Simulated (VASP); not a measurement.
Input:

```
CdO
1.0
    0.00000     2.35876     2.35876
    2.35876     0.00000     2.35876
    2.35876     2.35876     0.00000
Cd O
1 1
Cartesian
  0.00000   0.00000   0.00000
  2.35876   2.35876   2.35876
```

These are vdW-DF-cx, VASP's PBE PAW potentials (set 64) (plane waves; VASP) values and carry that method's errors. Run with 520 eV cut-off, Gaussian smearing of 0.050 eV, potentials Cd O.

Task: Estimate the band gap (along the path) with the smallest direct gap where there is one.

Result: 
```yaml
band gap (along the path): none (metal, semimetal or under 0.01 eV)
```

Total energies compare only between runs with the same potentials, cut-off and functional.

The compound is CdO in the rock salt structure. It was relaxed first.
